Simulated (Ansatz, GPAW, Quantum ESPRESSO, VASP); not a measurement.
## Code comparison for CsSnI3 (Pm-3m, 5 atoms in the cell)

Self-consistent single point.

```yaml
crystal:
  lattice:
    - [6.33631, 0.00000, 0.00000]
    - [0.00000, 6.33631, 0.00000]
    - [0.00000, 0.00000, 6.33631]
  atoms:
    - { symbol: Cs, position: [0.00000, 0.00000, 0.00000] }
    - { symbol: Sn, position: [0.50000, 0.50000, 0.50000] }
    - { symbol: I, position: [0.50000, 0.00000, 0.50000] }
    - { symbol: I, position: [0.00000, 0.50000, 0.50000] }
    - { symbol: I, position: [0.50000, 0.50000, 0.00000] }
```

All programs got the same cell, k-point mesh and kind of occupations (in Ansatz's words: kpoints.mp_grid.grid = 3 3 3; scf.occupations.method = fermi_dirac; scf.occupations.width = 0.05 eV); potentials, basis and cutoffs are each program's usual ones.

| code | model | pressure (GPa) | cutoff |
|---|---|---|---|
| GPAW | PBE, GPAW PAW datasets PBE (gpaw-data 1.0.1) | -0.67 | 550 eV |
| Quantum ESPRESSO | PBE, PseudoDojo standard norm-conserving (PBE) pseudopotentials | -0.67 | 75 Ry |
| VASP | PBE, VASP's PBE PAW potentials (set 64) | -0.72 | 300 eV |
| Ansatz | PBE, default PAW files | -0.67 | default |

The spread over the programs that give each value: pressure within 0.05 GPa.

The starting cell has typed, rounded lattice constants, without a prior relaxation at this level. Its lattice was rescaled by a random factor within 2.5 % of one. On Ansatz's run: Spin-orbit coupling is off. A gap is left out here, as mesh or smearing make it unsure.

Question: Why do the programs differ, and what cannot be compared?

Answer: Differences of this kind can come from the potentials, where these differ, and from what each basis and cutoff leave unconverged. The valence holds different numbers of electrons (GPAW 44, Quantum ESPRESSO 44, VASP 44, Ansatz (a first-principles code) 74). The zero of total energies and Fermi levels follows the potentials and each program's conventions, so they are not compared here. Ansatz's pressure is given at a fixed set of plane waves, as the other plane-wave codes print theirs.

This mesh misses zone-boundary points where a band edge of such crystals can lie, so no gaps are given.

VASP's run is marked for a possible Pulay error in its stress at this cutoff; no cutoff test was made.

Left out of this page: ABINIT, CP2K, Elk, FLEUR and SIESTA (not drawn, or without a comparable value).

Keys are those of Ansatz 0.2.
